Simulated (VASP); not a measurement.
VASP ran on this input.

File KPOINTS:
```
Automatic mesh
0
Gamma
12 12 12
0 0 0
```

**INCAR**
```
! general
SYSTEM  = BeSe
PREC    = Accurate
ENCUT   = 500
LREAL   = .FALSE.
LASPH   = .TRUE.

! electronic loop
EDIFF   = 1E-6
NELM    = 100
ALGO    = Normal
LMAXMIX = 4

! smearing
ISMEAR  = 1
SIGMA   = 0.1

! functional
GGA     = PS

! ions
IBRION  = 2
NSW     = 40
ISIF    = 3
EDIFFG  = -0.02

! output
LWAVE   = .FALSE.
LCHARG  = .FALSE.
```

**POSCAR**
```
BeSe
1
    3.0675247866     0.0000000000     0.0000000000
    0.0000000000     3.0675247866     0.0000000000
   -0.0000000000     0.0000000000     3.0675247866
Be Se
1 1
Direct
  0.0000000000   0.0000000000   0.0000000000
  0.5000000000   0.5000000000   0.5000000000
```

POTCAR, in this order: Be Se (PBE.64 set). Program: vasp_std.

Translate this PBEsol calculation to Quantum ESPRESSO's pw.x.

One equivalent input (not run):
```
&CONTROL
  calculation = 'vc-relax'
  pseudo_dir = './pseudo'
  outdir = './out'
  tprnfor = .true.
  tstress = .true.
  nstep = 40
  forc_conv_thr = 0.00078
/
&SYSTEM
  ibrav = 0
  nat = 2
  ntyp = 2
  ecutwfc = 88
  occupations = 'smearing'
  smearing = 'methfessel-paxton'
  degauss = 0.00735
  input_dft = 'pbesol'
/
&ELECTRONS
  conv_thr = 7.3e-08
  electron_maxstep = 100
/
&IONS
/
&CELL
/
ATOMIC_SPECIES
  Be 9.012 Be.upf
  Se 78.971 Se.upf
CELL_PARAMETERS angstrom
     3.0675248    0.0000000    0.0000000
     0.0000000    3.0675248    0.0000000
    -0.0000000    0.0000000    3.0675248
ATOMIC_POSITIONS crystal
  Be   0.0000000  0.0000000  0.0000000
  Se   0.5000000  0.5000000  0.5000000
K_POINTS automatic
  12 12 12 0 0 0
```
What does not carry over: the potentials are each code's own (VASP's PAW set, PseudoDojo norm-conserving files in pw.x), so ENCUT and ecutwfc are chosen apart and not converted; conv_thr bounds pw.x's estimated SCF error, while EDIFF bounds the energy change between steps; forc_conv_thr acts on force components and is met together with etot_conv_thr.

The structure was generated: BeSe was put into the CsCl type type (Pm-3m), which need not be its known phase. It was relaxed first, which changed the volume by +30 %.
